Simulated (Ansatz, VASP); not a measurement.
## Cross-check of Si5Ge16H20 (H-capped Ge nanowire along [001] with a Si core) between VASP and Ansatz

Aim: how closely do two programs agree when they are given the same cell, functional and k mesh? The cell is taken from a series of runs on this material, whose earlier steps may have relaxed, scaled, displaced or heated it; both programs get it as it stands.

Calculated with Ansatz 0.2.0; plane waves, with VASP 6.6.1 beside it; PBE.

### 1. The starting structure

The cell holds 41 atoms: 16 Ge, 5 Si and 20 H. Its edges and angles: a = 22.500 Å, b = 22.500 Å, c = 5.658 Å, α = 90.0°, β = 90.0°, γ = 90.0°. It derives from Ge (diamond-structure). As first built, before any earlier steps moved the atoms or strained the cell (in the runner's words): round section of size parameter 4.53 A cut from diamond-structure Ge (a = 5.658 A) along [001], 1 periods, broken bonds capped with H, Si core of radius 2.49 A. Vacuum lies along a and b. The structure's axis is c.

### 2. Ansatz: single point, PBE

Ansatz runs on its default PAW (the set named soft_2) files.

With cell and atoms fixed, the geometry can't cause a difference; cores, projectors, grids and the points listed under the comparison can.

input.yaml reads:

```yaml
crystal:
  lattice:
    - [22.5001, 0.0, 0.0]
    - [0.0, 22.5001, 0.0]
    - [0.0, 0.0, 5.658]
  atoms:
    - { symbol: Ge, position: [0.3238, 0.41126, 0.49813] }
    - { symbol: Ge, position: [0.32173, 0.49952, 0.2518] }
    - { symbol: Ge, position: [0.32176, 0.58792, 0.5044] }
    - { symbol: Ge, position: [0.41166, 0.32098, 0.00326] }
    - { symbol: Ge, position: [0.50125, 0.32236, 0.24646] }
    - { symbol: Si, position: [0.49965, 0.41063, 0.50119] }
    - { symbol: Ge, position: [0.41054, 0.40966, 0.74825] }
    - { symbol: Si, position: [0.41157, 0.49986, 0.99753] }
    - { symbol: Si, position: [0.49922, 0.49968, 0.24317] }
    - { symbol: Si, position: [0.49973, 0.58809, 0.50369] }
    - { symbol: Ge, position: [0.41087, 0.58655, 0.75529] }
    - { symbol: Ge, position: [0.41129, 0.67882, 0.00141] }
    - { symbol: Ge, position: [0.49966, 0.67825, 0.24911] }
    - { symbol: Ge, position: [0.58995, 0.32317, 0.00112] }
    - { symbol: Ge, position: [0.67892, 0.40976, 0.49729] }
    - { symbol: Ge, position: [0.58751, 0.41085, 0.75381] }
    - { symbol: Si, position: [0.58929, 0.49996, 0.00413] }
    - { symbol: Ge, position: [0.67799, 0.50199, 0.25201] }
    - { symbol: Ge, position: [0.67756, 0.59, 0.49696] }
    - { symbol: Ge, position: [0.5894, 0.58883, 0.75251] }
    - { symbol: Ge, position: [0.58923, 0.67822, 0.99825] }
    - { symbol: H, position: [0.32316, 0.35707, 0.35048] }
    - { symbol: H, position: [0.26525, 0.41053, 0.65728] }
    - { symbol: H, position: [0.26606, 0.50042, 0.09627] }
    - { symbol: H, position: [0.26675, 0.58926, 0.65791] }
    - { symbol: H, position: [0.32136, 0.64409, 0.33929] }
    - { symbol: H, position: [0.35492, 0.32189, 0.14984] }
    - { symbol: H, position: [0.4116, 0.26664, 0.84056] }
    - { symbol: H, position: [0.50028, 0.26851, 0.40774] }
    - { symbol: H, position: [0.41067, 0.73264, 0.84048] }
    - { symbol: H, position: [0.35526, 0.67712, 0.15603] }
    - { symbol: H, position: [0.50183, 0.73395, 0.40536] }
    - { symbol: H, position: [0.64537, 0.32325, 0.14909] }
    - { symbol: H, position: [0.5877, 0.26656, 0.84705] }
    - { symbol: H, position: [0.67862, 0.35478, 0.33844] }
    - { symbol: H, position: [0.73207, 0.41004, 0.6619] }
    - { symbol: H, position: [0.73348, 0.4981, 0.09146] }
    - { symbol: H, position: [0.73163, 0.5893, 0.65966] }
    - { symbol: H, position: [0.6766, 0.64415, 0.34065] }
    - { symbol: H, position: [0.58797, 0.7336, 0.84273] }
    - { symbol: H, position: [0.64368, 0.67789, 0.15708] }
kpoints:
  mp_grid: { grid: [1, 1, 2] }
hamiltonian:
  xc: pbe
scf:
  occupations: { method: fixed }
output:
  forces: true
  populations: intrinsic
  dos:
    method: { smearing: { sigma: 0.15 } }
    de: 0.1
    projected:
      site_lists:
        Ge: [Ge]
        H: [H]
        Si: [Si]
        wire: [0, 1, 2, 3, 4, 5, 6, 7, 8, 9, 10, 11, 12, 13, 14, 15, 16, 17, 18, 19, 20]
        hydrogen: [21, 22, 23, 24, 25, 26, 27, 28, 29, 30, 31, 32, 33, 34, 35, 36, 37, 38, 39, 40]
  eigenvalues: true
  write_density: true
  write_potential: true
  volumetric_format: npy
```

The run is started by

```bash
$ ansatz run input.yaml --threads 4 --pin off --max-ram 8192MiB --backend cpu --events-out ev --progress --plain --runs-dir out
```

Numbers of over 12 decimals in the logs are rounded to 6 here.

The log of the run:

```text
Engine: ansatz 0.2.0, aarch64-unknown-linux-gnu
Pseudopotentials: kind: paw
Pseudopotential: Ge, paw, valence charge 14, recommended cutoff 420 eV (normal), Ge.paw.azcp
Pseudopotential: Si, paw, valence charge 4, recommended cutoff 420 eV (normal), Si.paw.azcp
Pseudopotential: H, paw, valence charge 1, recommended cutoff 420 eV (normal), H.paw.azcp
Functional definition: PBE
  parameter kappa = 0.804
  parameter beta = 0.066725
  exchange = pbe_x(kappa = kappa, mu = beta*pi^2/3)
  correlation = pbe_c(beta = beta)
Crystal: 41 atoms, lattice volume = 2864.388 Å³
Basis set: ecut = 420 eV, 56071 PW (Γ), exchange–correlation on 320×320×80 points (8 copies of the dense FFT grid, shifted against one another)
Bands: 173, of which v1, the nominal top of the filled ones, is band 132 counted from 1 (131 counted from 0)
Symmetry: 1 space group operations
Space group: P1 (ITA 1), of the structure as read, at distance tolerance 1.4e-4 Å
k-points: 2
Non-local potential: Ge, projectors of the file, l = 0: 2, l = 1: 2, l = 2: 3, l = 3: 1
Non-local potential: Si, projectors of the file, l = 0: 2, l = 1: 2, l = 2: 2
Non-local potential: H, projectors of the file, l = 0: 2, l = 1: 1
PAW form: soft (Blöchl's): semilocal exchange-correlation on the pseudo side does not see the compensation charge
PAW one-centre angular grid: Ge, 590 points (default); XC on 64 Gauss nodes
PAW one-centre angular grid: Si, 110 points (default); XC on 64 Gauss nodes
PAW one-centre angular grid: H, 110 points (default); XC on 64 Gauss nodes
Initial density: superposition of atomic densities (neutral atoms: chi_scale 0, normalization atom), corrected by the library's trained network
Initial wavefunctions: pseudopotential atomic-orbital guess
Functional: x = pbe(κ = 0.804, μ = 0.219515), c = pbe(β = 0.066725)
SCF iter   1: F=—  HF=-72210.590713 eV  |F-HF|=—  |Δ(HF+E_count)|=         —  Δρ=1.07e-3  dr2=7.92e-2  ethr=1.77e-3  ⟨swp⟩=5.0  Hψ=1116  notcnv=0  defer=71
preconditioner: auto → Resta (q_TF=auto, 1.834 Å⁻¹)  ε∞=1.6  [insulator: Δε(μ)=2.680 eV  Ē_g=9.026 eV  n_scr=314 (ndim 8)  ℏωp=7.1 eV  f_vac=0.743  ε∞_Penn≈1.6  vacuum switching on, ρ_ref=5.9e-3 e/Å³]
SCF iter   2: F=—  HF=-72210.600272 eV  |F-HF|=—  |Δ(HF+E_count)|=   9.56e-3  Δρ=4.93e-4  dr2=4.23e-2  ethr=3.00e-5  ⟨swp⟩=4.5  Hψ=706  notcnv=0  defer=78
SCF iter   3: F=—  HF=-72210.597224 eV  |F-HF|=—  |Δ(HF+E_count)|=   3.05e-3  Δρ=3.31e-4  dr2=4.69e-3  ethr=1.60e-5  ⟨swp⟩=4.0  Hψ=348  notcnv=0  defer=78
SCF iter   4: F=—  HF=-72210.601467 eV  |F-HF|=—  |Δ(HF+E_count)|=   4.24e-3  Δρ=1.16e-4  dr2=4.44e-4  ethr=1.78e-6  ⟨swp⟩=3.0  Hψ=543  notcnv=0  defer=78
SCF iter   5: F=—  HF=-72210.601873 eV  |F-HF|=—  |Δ(HF+E_count)|=   4.07e-4  Δρ=3.75e-5  dr2=6.01e-5  ethr=1.68e-7  ⟨swp⟩=2.0  Hψ=539  notcnv=0  defer=78
SCF iter   6: F=—  HF=-72210.601871 eV  |F-HF|=—  |Δ(HF+E_count)|=   1.90e-6  Δρ=1.06e-5  dr2=1.67e-5  ethr=2.27e-8  ⟨swp⟩=2.0  Hψ=610  notcnv=0  defer=71
SCF iter   7: F=—  HF=-72210.601873 eV  |F-HF|=—  |Δ(HF+E_count)|=   1.55e-6  Δρ=5.98e-6  dr2=2.10e-6  ethr=6.34e-9  ⟨swp⟩=2.0  Hψ=346  notcnv=0  defer=71
SCF iter   8: F=—  HF=-72210.601880 eV  |F-HF|=—  |Δ(HF+E_count)|=   6.78e-6  Δρ=2.72e-6  dr2=5.81e-7  ethr=7.94e-10  ⟨swp⟩=2.0  Hψ=379  notcnv=0  defer=71
SCF iter   9: F=-72210.601882 eV  HF=-72210.601881 eV  |F-HF|=1.79e-7  |Δ(HF+E_count)|=   1.63e-6  Δρ=9.08e-7  dr2=3.78e-8  ethr=3.79e-11  ⟨swp⟩=23.5  Hψ=3280  notcnv=0
SCF 1 converged in 9 iterations: F = -72210.601882 eV  dr2 = 3.78e-8
  greatest PAW one-centre occupation: 0.998 electrons in one spin orbital (limit 2), on the Ge atom at site 13 (counted from 0), in its partial waves of l = 2
WARN: The output density's exchange-correlation potential varies sharply where the density is thin. Do not read a vacuum level from v_tot or v_xc, or from such a field of the output density. On a cell that repeats whose density bears no net charge and no dipole along the vacuum's axis use v_es (v_loc + v_h of the components); under efield.dipole_correction with no amplitude use v_es + v_field, which holds any externa [...]
SCF converged after 9 iterations
Free energy (F): -72210.601882 eV
Harris-Foulkes:  -72210.601881 eV  (|F-HF|=1.79e-7)
Internal energy: -72210.601882 eV  (E = F + TS)
E sigma→0 (E₀):  -72210.601882 eV
Fermi energy:    -3.255428 eV
--- Per-component energies (eV) ---
  E_band       = -5030.103832
  E_kinetic    = 2241.067381
  E_local      = -192082.138582  (includes V_loc(G=0)·N_el)
  E_nonlocal   = 6870.935053
  E_hartree    = 92242.750859
  E_xc         = -1653.415665
  E_vxc        = -1484.183617  (∫ρ·V_xc dr)
  E_paw        = -34907.573142  (= ΣΔE_a)
  E_vpaw       = -5061.288815  (= ΣTr[D̂ρ^β])
  E_aug_tail   = -0.020335  (compensation charges beyond the density's cutoff)
  E_ewald      = 55077.792549
  E_smearing   = -0.000000  (= −TS)
  E_closure    = -0.000000  (closes the sum)
  Σ components = -72210.601882   (vs F -72210.601882, Δ=0.00e0)
--- Forces (eV/Å), atoms counted from 1 ---
  atom   1  Ge    -1.00815929     0.96669287     1.11567981
  atom   2  Ge     0.73922911     0.16231732    -0.14750663
  atom   3  Ge     0.32762828     0.00557812    -0.34302865
  atom   4  Ge     0.43108202     0.17607972    -0.45504818
  atom   5  Ge    -0.08810043     0.75518648     0.19633255
  atom   6  Si    -0.06539020     0.33684686    -0.44131533
  atom   7  Ge     0.52325686     0.37511669     0.30394819
  atom   8  Si    -0.11585629    -0.47660222     0.41421919
  atom   9  Si     0.20893432     0.03440908     0.51800349
  atom  10  Si    -0.01523388    -0.13410199    -0.46029510
  atom  11  Ge     0.28115567     0.51153257    -0.20296246
  atom  12  Ge     0.28271863    -0.59786537    -0.21575338
  atom  13  Ge     0.19394274    -0.69380717     0.19697137
  atom  14  Ge    -0.86324756    -0.36072710    -0.58543649
  atom  15  Ge    -0.67888124     0.85017777     0.25349278
  atom  16  Ge     0.25007657     0.43556965    -0.43240872
  atom  17  Si    -0.27705855     0.02090424     0.03419927
  atom  18  Ge    -0.31203748    -0.67405046    -0.07509269
  atom  19  Ge    -0.12053376    -0.66644081     0.62379781
  atom  20  Ge    -0.34902478    -0.31601914    -0.14996497
  atom  21  Ge    -0.75899462    -0.12551743    -0.14790864
  atom  22  H     -0.20949954    -0.86268995    -0.44177693
  atom  23  H      0.50797121     0.02864293    -0.29967347
  atom  24  H     -0.26758076    -0.04432281    -0.22553097
[...]
atom  34  H      0.04693912    -0.05610150    -0.08709705
  atom  35  H      0.26962738    -0.08104676     0.14720263
  atom  36  H      0.47676979    -0.02242440     0.28357670
  atom  37  H      0.09209596     0.10496618    -0.11201944
  atom  38  H      0.34765702     0.03846447     0.15704411
  atom  39  H      0.26379552     0.42957122    -0.06664961
  atom  40  H      0.04157295     0.29508648    -0.22276257
  atom  41  H      0.24825111     0.28053548    -0.06245865
  max |Σ_I F_I| component: 4.04e-5 eV/Å
--- Band table (eV) ---
  k-point 0: bands = [... 128 lower, -3.5265, -3.4797, -3.4163, -3.2554, -0.5792, -0.4721, -0.4074, -0.3153, ... 37 higher]
  k-point 1: bands = [... 128 lower, -3.8275, -3.8085, -3.7757, -3.6791, -0.4193, -0.3873, -0.3179, -0.2854, ... 37 higher]
--- intrinsic populations: 41 sites ---
  site symbol       q [e]
     0     Ge     13.8730
     1     Ge     13.9808
     2     Ge     13.8748
     3     Ge     13.8681
     4     Ge     13.9849
     5     Si      3.9633
     6     Ge     14.0612
     7     Si      3.9594
     8     Si      4.0171
     9     Si      3.9663
    10     Ge     14.0632
    11     Ge     13.8690
    12     Ge     13.9870
    13     Ge     13.8658
    14     Ge     13.8746
    15     Ge     14.0638
    16     Si      3.9595
    17     Ge     13.9861
    18     Ge     13.8653
    19     Ge     14.0612
    20     Ge     13.8701
    21      H      1.0556
    22      H      1.0544
    23      H      1.0402
[...]
33      H      1.0507
    34      H      1.0507
    35      H      1.0504
    36      H      1.0444
    37      H      1.0488
    38      H      1.0499
    39      H      1.0486
    40      H      1.0531
  spilling = -0.000000 (of n_electrons = 264.000000)
```

In the SCF lines HF is the Harris–Foulkes energy and dr2 the Hartree energy of the density residual, in eV; the loop may stop once dr2 is under the threshold and the program's other checks hold. Hψ counts applications of the Hamiltonian.

### 3. VASP: single point, PBE

The same cell, functional and mesh now go to VASP, with its own data sets.

Lines of VASP's logs that name or quote its potential files are left out, and so is its time.

INCAR reads:

```
SYSTEM = Si5Ge16H20
PREC = Accurate
ENCUT = 410
EDIFF = 1E-06
NELM = 120
ISMEAR = 0
SIGMA = 0.01
LREAL = Auto
ALGO = Normal
GGA = PE
NBANDS = 160
LORBIT = 11
LWAVE = .FALSE.
LCHARG = .FALSE.
ISIF = 2
LASPH = .TRUE.
GGA_COMPAT = .FALSE.
EFERMI = MIDGAP
KPAR = 2
```

POSCAR reads:

```
Si5Ge16H20
1.0
   22.5001000000      0.0000000000      0.0000000000
    0.0000000000     22.5001000000      0.0000000000
    0.0000000000      0.0000000000      5.6580000000
Ge Si H
16 5 20
Direct
    0.3238000000      0.4112600000      0.4981300000
    0.3217300000      0.4995200000      0.2518000000
    0.3217600000      0.5879200000      0.5044000000
    0.4116600000      0.3209800000      0.0032600000
    0.5012500000      0.3223600000      0.2464600000
    0.4105400000      0.4096600000      0.7482500000
    0.4108700000      0.5865500000      0.7552900000
    0.4112900000      0.6788200000      0.0014100000
    0.4996600000      0.6782500000      0.2491100000
    0.5899500000      0.3231700000      0.0011200000
    0.6789200000      0.4097600000      0.4972900000
    0.5875100000      0.4108500000      0.7538100000
    0.6779900000      0.5019900000      0.2520100000
    0.6775600000      0.5900000000      0.4969600000
    0.5894000000      0.5888300000      0.7525100000
    0.5892300000      0.6782200000      0.9982500000
    0.4996500000      0.4106300000      0.5011900000
    0.4115700000      0.4998600000      0.9975300000
    0.4992200000      0.4996800000      0.2431700000
    0.4997300000      0.5880900000      0.5036900000
    0.5892900000      0.4999600000      0.0041300000
    0.3231600000      0.3570700000      0.3504800000
    0.2652500000      0.4105300000      0.6572800000
    0.2660600000      0.5004200000      0.0962700000
    0.2667500000      0.5892600000      0.6579100000
    0.3213600000      0.6440900000      0.3392900000
    0.3549200000      0.3218900000      0.1498400000
    0.4116000000      0.2666400000      0.8405600000
    0.5002800000      0.2685100000      0.4077400000
    0.4106700000      0.7326400000      0.8404800000
    0.3552600000      0.6771200000      0.1560300000
    0.5018300000      0.7339500000      0.4053600000
    0.6453700000      0.3232500000      0.1490900000
    0.5877000000      0.2665600000      0.8470500000
    0.6786200000      0.3547800000      0.3384400000
    0.7320700000      0.4100400000      0.6619000000
    0.7334800000      0.4981000000      0.0914600000
    0.7316300000      0.5893000000      0.6596600000
    0.6766000000      0.6441500000      0.3406500000
    0.5879700000      0.7336000000      0.8427300000
    0.6436800000      0.6778900000      0.1570800000
```

KPOINTS reads:

```
Automatic mesh
0
Gamma
1 1 2
0 0 0
```

PAW data sets: Ge_d, Si and H (PBE family, release 64).

The run is started by

```bash
$ mpirun -np 8 vasp_std
```

The log of the run:

```text
[banner, memory and clock lines left out]
running    8 mpi-ranks, on    1 nodes
[...]
|                                                                             |
|           W    W    AA    RRRRR   N    N  II  N    N   GGGG   !!!           |
|           W    W   A  A   R    R  NN   N  II  NN   N  G    G  !!!           |
|           W    W  A    A  R    R  N N  N  II  N N  N  G       !!!           |
|           W WW W  AAAAAA  RRRRR   N  N N  II  N  N N  G  GGG   !            |
|           WW  WW  A    A  R   R   N   NN  II  N   NN  G    G                |
|           W    W  A    A  R    R  N    N  II  N    N   GGGG   !!!           |
|                                                                             |
|     For optimal performance we recommend to set                             |
|       NCORE = 2 up to number-of-cores-per-socket                            |
|     NCORE specifies how many cores store one orbital (NPAR=cpu/NCORE).      |
|     This setting can greatly improve the performance of VASP for DFT.       |
|     The default, NCORE=1 might be grossly inefficient on modern             |
|     multi-core architectures or massively parallel machines. Do your        |
|     Unfortunately you need to use the default for GW and RPA                |
|     calculations (for HF NCORE is supported but not extensively tested      |
|     yet).                                                                   |
|                                                                             |

 LDA part: xc-table for (Slater+PW92), standard interpolation
 POSCAR, INCAR and KPOINTS ok, starting setup
[...]
entering main loop
       N       E                     dE             d eps       ncg     rms          rms(c)
DAV:   1     0.199140122301E+04    0.19914E+04   -0.11074E+05   728   0.155E+03
DAV:   2     0.139355863648E+03   -0.18520E+04   -0.17999E+04   872   0.338E+02
DAV:   3    -0.150380970824E+03   -0.28974E+03   -0.28790E+03   896   0.171E+02
DAV:   4    -0.167014111434E+03   -0.16633E+02   -0.16543E+02   736   0.499E+01
[...]
DAV:  26    -0.161525727715E+03   -0.31246E-05   -0.31162E-07   448   0.370E-03    0.177E-04
DAV:  27    -0.161525728777E+03   -0.10619E-05   -0.12728E-07   480   0.269E-03    0.137E-04
DAV:  28    -0.161525729553E+03   -0.77637E-06   -0.68830E-08   448   0.221E-03
   1 F= -.16152573E+03 E0= -.16152573E+03  d E =0.000000E+00
```

From OUTCAR (step 3):

```text
  Total       -1.0258991     -0.4101518      1.7416939      0.1526764     -0.2216597      2.2448380
  in kB       -0.5738302     -0.2294158      0.9742055      0.0853986     -0.1239840      1.2556360
  external PRESSURE =       0.0569865 kB  Pullay stress =       0.0000000 kB

 POSITION                                       TOTAL-FORCE (eV/Angst)
 -----------------------------------------------------------------------------------
      7.28553      9.25339      2.81842        -1.023665      0.935539      1.103843
      7.23896     11.23925      1.42468         0.723491      0.165750     -0.158834
      7.23963     13.22826      2.85390         0.305760      0.017891     -0.337786
      9.26239      7.22208      0.01845         0.409993      0.153897     -0.454548
     11.27818      7.25313      1.39447        -0.090257      0.739811      0.211231
      9.23719      9.21739      4.23360         0.522471      0.378722      0.303634
      9.24462     13.19743      4.27343         0.282917      0.507278     -0.202767
      9.25407     15.27352      0.00798         0.261668     -0.573950     -0.216651
     11.24240     15.26069      1.40946         0.196662     -0.678466      0.208787
     13.27393      7.27136      0.00634        -0.840783     -0.377470     -0.582402
     15.27577      9.21964      2.81367        -0.655587      0.832160      0.255845
     13.21903      9.24417      4.26506         0.245054      0.433693     -0.431618
     15.25484     11.29483      1.42587        -0.300583     -0.672622     -0.087099
     15.24517     13.27506      2.81180        -0.102813     -0.645052      0.622343
[...]
-----------------------------------------------------------------------------------
    total drift:                               -0.001755      0.004531      0.007227

  FREE ENERGIE OF THE ION-ELECTRON SYSTEM (eV)
  ---------------------------------------------------
  free  energy   TOTEN  =      -161.5257295530 eV

  energy  without entropy=     -161.5257295530  energy(sigma->0) =     -161.52572955

[... 3 further parts left out ...]
[key lines of the parts left out:]
E-fermi :  -2.3988
```

### 4. Differences

Known differences besides the potentials themselves: fixed occupations in Ansatz, narrow Gaussian smearing in VASP; the cutoff is 420 eV in Ansatz and 410 eV in VASP (PREC = Accurate, projectors in real space). Total energies have different zeros and are not compared.

Compared:

```
              quantity  Ansatz   VASP  difference
gap on the k mesh (eV)   2.676  2.680      -0.003
```

Forces on 8 of the 41 atoms, those with the largest forces and the largest differences (eV/Å; atoms numbered as in POSCAR):

```
atom          Ansatz x, y, z            VASP x, y, z
 Ge1    -1.008, 0.967, 1.116    -1.024, 0.936, 1.104
 Ge5    -0.088, 0.755, 0.196    -0.090, 0.740, 0.211
Ge10  -0.863, -0.361, -0.585  -0.841, -0.377, -0.582
Ge11    -0.679, 0.850, 0.253    -0.656, 0.832, 0.256
Ge14   -0.121, -0.666, 0.624   -0.103, -0.645, 0.622
Ge16  -0.759, -0.126, -0.148  -0.735, -0.107, -0.148
 H22  -0.209, -0.863, -0.442  -0.210, -0.830, -0.419
 H33    0.444, -0.242, 0.146    0.416, -0.244, 0.125
```

The forces differ by 14 meV/Å r.m.s., which is 3.7 % of the r.m.s. force of 0.377 eV/Å (both taken over all components). A gap on the mesh is an upper bound, since the band edges may lie between its points. Where the cell holds vacuum, a pressure given here is an average over it and none of the material.

### 5. What came out

```json
{
  "r.m.s. force difference (single point, PBE)": "3.7 % of the r.m.s. force"
}
```

The r.m.s. force difference is 3.7 % of the r.m.s. force (single point, PBE), beyond the 3 % picked in this series as the mark of a large difference. What causes the difference of the single point, PBE pair stays open here. Such differences can come from data sets, numerical settings and the points named under the comparisons, not from the functional's error against experiment.

[Lines on the potential files, build, host, timing and source positions are cut from VASP's logs without a mark.]

[Logs are printed without paths, hosts, clocks, repeated set-up lines and the standing remarks that a program may print on its own settings, such as how far it seeks lower states.]

[Hosts, paths, dates, database ids (printed as entryN), source tags and the programs' standing remarks are cut or masked in the printed files.]
